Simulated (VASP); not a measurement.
Level of theory: PBE GGA, VASP's PBE PAW potentials (set 64) (plane waves; VASP 6.6.1).

VASP input:

POSCAR:
```
CaO
1.0
  0.0000000000   2.4195481199   2.4195481199
  2.4195481199   0.0000000000   2.4195481199
  2.4195481199   2.4195481199   0.0000000000
Ca O
1 1
Cart
  0.0000000000   0.0000000000   0.0000000000
  2.4195481199   2.4195481199   2.4195481199
```

**INCAR**
```
PSTRESS=200
NELM=100   ! most electronic steps
LCHARG=.FALSE.
GGA=PE   ! PBE
ALGO=Normal   ! blocked Davidson
IBRION=2
EDIFF=1E-7   ! SCF stop (eV)
ISMEAR=0   ! Gaussian
LREAL=.FALSE.
ENCUT=600
ISIF=3   ! ions, shape and volume
PREC=Accurate
SYSTEM=CaO
LWAVE=.FALSE.
EDIFFG=-0.01   ! ionic stop
SIGMA=0.05   ! width (eV)
LASPH=.TRUE.
NSW=40   ! most ionic steps
```

### KPOINTS
```
Automatic mesh
0
Gamma
10 10 10
0 0 0
```

POTCAR, in this order: Ca_sv O (PBE.64 set). Program: vasp_std.

Output of the run:

File OSZICAR:
```
       N       E                     dE             d eps       ncg     rms          rms(c)
DAV:   1     0.140738160408E+03    0.14074E+03   -0.94125E+03  1128   0.152E+03
DAV:   2    -0.671907818835E+01   -0.14746E+03   -0.13925E+03  1300   0.356E+02
DAV:   3    -0.142583817278E+02   -0.75393E+01   -0.74844E+01  1428   0.819E+01
DAV:   4    -0.145142394132E+02   -0.25586E+00   -0.25557E+00  1624   0.136E+01
DAV:   5    -0.145170108034E+02   -0.27714E-02   -0.27713E-02  1380   0.161E+00    0.856E+00
DAV:   6    -0.128541880253E+02    0.16628E+01   -0.88197E+00  1288   0.276E+01    0.370E+00
DAV:   7    -0.128084957718E+02    0.45692E-01   -0.73690E-01  1544   0.844E+00    0.175E+00
DAV:   8    -0.128095922012E+02   -0.10964E-02   -0.85180E-02  1212   0.331E+00    0.439E-01
DAV:   9    -0.128074879162E+02    0.21043E-02   -0.25943E-02  1428   0.131E+00    0.139E-01
DAV:  10    -0.128079421143E+02   -0.45420E-03   -0.23202E-03  1192   0.486E-01    0.258E-02
DAV:  11    -0.128079953778E+02   -0.53264E-04   -0.37934E-04  1604   0.160E-01    0.308E-02
DAV:  12    -0.128079800311E+02    0.15347E-04   -0.62188E-05  1324   0.850E-02    0.480E-03
DAV:  13    -0.128079799236E+02    0.10759E-06   -0.42954E-06  1512   0.207E-02    0.968E-04
DAV:  14    -0.128079798080E+02    0.11551E-06   -0.20408E-07  1288   0.481E-03    0.348E-04
DAV:  15    -0.128079798951E+02   -0.87038E-07   -0.39353E-08   720   0.245E-03
   1 F= -.92716547E+01 E0= -.92716547E+01  d E =-.927165E+01
       N       E                     dE             d eps       ncg     rms          rms(c)
DAV:   1    -0.200288694594E+02   -0.72209E+01   -0.20273E+02  1200   0.169E+02    0.195E+01
DAV:   2    -0.130704405947E+02    0.69584E+01   -0.17218E+01  1140   0.440E+01    0.742E+00
DAV:   3    -0.119520556917E+02    0.11184E+01   -0.35656E+00  2064   0.262E+01    0.223E+00
DAV:   4    -0.119148071403E+02    0.37249E-01   -0.56732E-01  1748   0.720E+00    0.652E-01
DAV:   5    -0.119581717972E+02   -0.43365E-01   -0.37735E-02  1856   0.175E+00    0.388E-01
DAV:   6    -0.119793620885E+02   -0.21190E-01   -0.48769E-02  1836   0.109E+00    0.982E-02
DAV:   7    -0.119789239546E+02    0.43813E-03   -0.18167E-03  1864   0.267E-01    0.955E-03
DAV:   8    -0.119789190542E+02    0.49004E-05   -0.29418E-05  1416   0.743E-02    0.334E-03
DAV:   9    -0.119789203634E+02   -0.13092E-05   -0.17925E-06  1376   0.167E-02    0.998E-04
DAV:  10    -0.119789201716E+02    0.19187E-06   -0.10411E-07   820   0.425E-03    0.212E-04
DAV:  11    -0.119789200630E+02    0.10855E-06   -0.47219E-08   692   0.172E-03    0.252E-04
DAV:  12    -0.119789200732E+02   -0.10193E-07   -0.15002E-08   584   0.122E-03
   2 F= -.92759287E+01 E0= -.92759287E+01  d E =-.427407E-02
       N       E                     dE             d eps       ncg     rms          rms(c)
DAV:   1    -0.142637147705E+02   -0.22848E+01   -0.48312E+01  1196   0.904E+01    0.867E+00
DAV:   2    -0.129410260081E+02    0.13227E+01   -0.53968E+00  1316   0.226E+01    0.381E+00
DAV:   3    -0.126241876377E+02    0.31684E+00   -0.75408E-01  1932   0.115E+01    0.133E+00
DAV:   4    -0.125968685867E+02    0.27319E-01   -0.30021E-01  1764   0.501E+00    0.589E-01
DAV:   5    -0.125973314680E+02   -0.46288E-03   -0.31135E-03  1384   0.650E-01    0.588E-01
DAV:   6    -0.126000381440E+02   -0.27067E-02   -0.39409E-04  1732   0.139E-01    0.568E-01
DAV:   7    -0.126065881342E+02   -0.65500E-02   -0.37509E-02  1908   0.193E+00    0.679E-01
DAV:   8    -0.126129303227E+02   -0.63422E-02   -0.27879E-03  1172   0.684E-01    0.217E-01
DAV:   9    -0.126130222415E+02   -0.91919E-04   -0.11555E-04  1760   0.112E-01    0.205E-01
DAV:  10    -0.126140591039E+02   -0.10369E-02   -0.48006E-04  1276   0.251E-01    0.451E-02
DAV:  11    -0.126141103830E+02   -0.51279E-04   -0.16476E-04  1776   0.861E-02    0.211E-02
DAV:  12    -0.126141122119E+02   -0.18289E-05   -0.49376E-06  1740   0.199E-02    0.209E-02
DAV:  13    -0.126141230085E+02   -0.10797E-04   -0.67916E-06  1196   0.302E-02    0.274E-03
DAV:  14    -0.126141234841E+02   -0.47559E-06   -0.77996E-07  1788   0.757E-03    0.737E-04
DAV:  15    -0.126141235306E+02   -0.46570E-07   -0.22681E-08   588   0.190E-03
   3 F= -.95324109E+01 E0= -.95324109E+01  d E =-.260756E+00
       N       E                     dE             d eps       ncg     rms          rms(c)
DAV:   1    -0.126064207962E+02    0.77027E-02   -0.22641E-02  1224   0.188E+00    0.198E-01
DAV:   2    -0.126057152003E+02    0.70560E-03   -0.24275E-03  1224   0.499E-01    0.774E-02
DAV:   3    -0.126055788547E+02    0.13635E-03   -0.32174E-04  1864   0.249E-01    0.274E-02
DAV:   4    -0.126055704169E+02    0.84378E-05   -0.11205E-04  1768   0.996E-02    0.993E-03
DAV:   5    -0.126055711930E+02   -0.77609E-06   -0.11495E-06  1412   0.128E-02    0.946E-03
DAV:   6    -0.126055817288E+02   -0.10536E-04   -0.80471E-06  1804   0.171E-02    0.371E-03
DAV:   7    -0.126055833472E+02   -0.16183E-05   -0.64353E-07  1836   0.766E-03    0.829E-04
DAV:   8    -0.126055832966E+02    0.50603E-07   -0.22851E-08   636   0.155E-03
   4 F= -.95325411E+01 E0= -.95325411E+01  d E =-.260886E+00
```

**OUTCAR**
```
------------------------ aborting loop because EDIFF is reached ----------------------------------------
  FORCE on cell =-STRESS in cart. coord.  units (eV):
  Direction    XX          YY          ZZ          XY          YZ          ZX
  --------------------------------------------------------------------------------------
  Total        3.0676892      3.0676892      3.0676892     -0.0000000     -0.0000000      0.0000000
  in kB      199.6516148    199.6516148    199.6516148     -0.0000000     -0.0000000      0.0000000
  external PRESSURE =      -0.3483852 kB  Pullay stress =     200.0000000 kB
  volume of cell :       24.62
      direct lattice vectors                 reciprocal lattice vectors
     0.000000000  2.308906631  2.308906631    -0.216552715  0.216552715  0.216552715
     2.308906631 -0.000000000  2.308906631     0.216552715 -0.216552715  0.216552715
     2.308906631  2.308906631  0.000000000     0.216552715  0.216552715 -0.216552715
  FREE ENERGIE OF THE ION-ELECTRON SYSTEM (eV)
  ---------------------------------------------------
  free  energy   TOTEN  =       -12.6055832966 eV

  energy  without entropy=      -12.6055832966  energy(sigma->0) =      -12.60558330
  enthalpy is  TOTEN    =        -9.5325411107 eV   P V=        3.0730421858

 reached required accuracy - stopping structural energy minimisation
```
(Selected blocks of OUTCAR.)

File CONTCAR:
```
CaO
   1.00000000000000
     0.0000000000000000    2.3089066314036040    2.3089066314036040
     2.3089066314036040   -0.0000000000000000    2.3089066314036040
     2.3089066314036040    2.3089066314036040    0.0000000000000000
  Ca              O
     1     1
Direct
     0.0000000000000000    1.0000000000000000    1.0000000000000000
     0.5000000000000000    0.5000000000000000    0.5000000000000000
```

Energy and stress use the plane-wave basis of the starting cell.

The compound is CaO in the rock salt structure. This run relaxes it under an external pressure of 20 GPa. Symmetry was kept, so distortions that lower it aren't found.
